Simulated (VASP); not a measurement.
Computed with r2SCAN meta-GGA, VASP's PBE PAW potentials (set 64) (plane waves; VASP).

VASP ran on this input.

POSCAR:
```
FePt
1.0
  2.7053864937   0.0000000000   0.0000000000
  0.0000000000   2.7053864937   0.0000000000
  0.0000000000   0.0000000000   3.6897578898
Fe Pt
1 1
Direct
  0.0000000000   0.0000000000   0.0000000000
  0.5000000000   0.5000000000   0.5000000000
```

File KPOINTS:
```
Automatic mesh
0
Gamma
13 13 10
0 0 0
```

### INCAR
```
EDIFFG=-0.01   ! ionic stop
METAGGA=R2SCAN
LWAVE=F
ALGO=Normal   ! blocked Davidson
ISPIN=2   ! spin-polarised
NSW=30
IBRION=2
LASPH=T   ! aspherical one-centre terms
LMIXTAU=T
SYSTEM=FePt
NELM=100
LREAL=F   ! projection in real space or not
EDIFF=1E-7
PREC=Accurate
ISIF=4
ISMEAR=1
LMAXMIX=6
LORBIT=10
LCHARG=F
SIGMA=0.1
MAGMOM=3.3 0.3
ENCUT=520
```

POTCAR, in this order: Fe Pt (PBE.64 set). Program: vasp_std.

Unless said otherwise, spin-orbit coupling is left out, though it shifts the bands of the heavy elements here.

Predict the energy per atom (σ→0), cell moment, pressure, band gap (on the k-mesh).

```json
{
 "energy per atom (σ→0)": "-33.263 eV/atom",
 "cell_moment": "3.54 μB",
 "band gap (on the k-mesh)": "none (metal, semimetal or under 0.01 eV)",
 "pressure": "7.32 GPa"
}
```

File OSZICAR:
```
...
DAV:  12    -0.665255265187E+02   -0.56932E-03   -0.12920E-03 12803   0.492E-01    0.137E-01
DAV:  13    -0.665256941510E+02   -0.16763E-03   -0.13473E-04 13840   0.211E-01    0.553E-02
DAV:  14    -0.665257044368E+02   -0.10286E-04   -0.30169E-05 13133   0.674E-02    0.206E-02
DAV:  15    -0.665257029498E+02    0.14870E-05   -0.80256E-06 13566   0.582E-02    0.628E-03
DAV:  16    -0.665257032903E+02   -0.34049E-06   -0.17061E-06 13993   0.177E-02    0.436E-03
DAV:  17    -0.665257036539E+02   -0.36365E-06   -0.15170E-07  8875   0.566E-03    0.208E-03
DAV:  18    -0.665257036593E+02   -0.53483E-08   -0.65699E-08  5881   0.584E-03
   1 F= -.66525704E+02 E0= -.66525853E+02  d E =-.665257E+02  mag=     3.5423
```

The compound is FePt in the L1_0 structure. This cell is one point of a volume scan, at 0.97 of the reference volume.
